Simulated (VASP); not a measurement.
Computed with r2SCAN+rVV10, VASP's PBE PAW potentials (set 64) (plane waves; VASP 6.6.1).

VASP ran on this input.

**INCAR**
```
# general
SYSTEM   = Sc
PREC     = Accurate
ENCUT    = 520   # plane-wave cut-off (eV)
LREAL    = .False.   # projection in real space or not
LASPH    = .True.   # aspherical one-centre terms

# electronic loop
EDIFF    = 1E-7   # SCF stop (eV)
NELM     = 100   # most electronic steps
ALGO     = Normal
LMAXMIX  = 4   # l cut-off of mixed one-centre charges
LMIXTAU  = .True.

# smearing
ISMEAR   = 1
SIGMA    = 0.1   # width (eV)

# functional
METAGGA  = R2SCAN
LUSE_VDW = .True.
BPARAM   = 11.95
CPARAM   = 0.0093

# ions
IBRION   = 2
NSW      = 30
ISIF     = 4   # ions and shape, fixed volume
EDIFFG   = -0.01   # ionic stop

# output
LWAVE    = .False.
LCHARG   = .False.
```

**POSCAR**
```
Sc
1
    1.6275405534    -2.8189828441     0.0000000000
    1.6275405534     2.8189828441     0.0000000000
    0.0000000000     0.0000000000     5.0685073906
Sc
2
Direct
  0.3333330000   0.6666670000   0.2500000000
  0.6666670000   0.3333330000   0.7500000000
```

File KPOINTS:
```
Automatic mesh
0
Gamma
13 13 7
0 0 0
```

POTCAR, in this order: Sc_sv (PBE.64 set). Program: vasp_std.

Q: What does the run give for the energy per atom (σ→0), band gap (on the k-mesh)?

A: 
The energy per atom (σ→0) is -11.066 eV/atom and the band gap (on the k-mesh) is none (metal, semimetal or under 0.01 eV).

**OSZICAR**
```
...
DAV:   6    -0.221322679985E+02    0.11472E-04   -0.10550E-05  3344   0.534E-02    0.261E-03
DAV:   7    -0.221322795783E+02   -0.11580E-04   -0.12065E-05  2989   0.539E-02    0.116E-03
DAV:   8    -0.221322744720E+02    0.51063E-05   -0.65677E-07  2811   0.153E-02    0.542E-04
DAV:   9    -0.221322758495E+02   -0.13775E-05   -0.17916E-07  1876   0.624E-03    0.130E-04
DAV:  10    -0.221322729214E+02    0.29282E-05   -0.93531E-08  1365   0.489E-03    0.124E-04
DAV:  11    -0.221322736758E+02   -0.75441E-06   -0.16047E-08  1316   0.368E-03    0.607E-05
DAV:  12    -0.221322737377E+02   -0.61903E-07   -0.62961E-09  1281   0.153E-03
   3 F= -.22132274E+02 E0= -.22131981E+02  d E =-.346446E-03
```

The compound is Sc in the hcp structure. This cell is one point of a volume scan, at 0.94 of the reference volume. Symmetry was kept, so distortions that lower it aren't found.
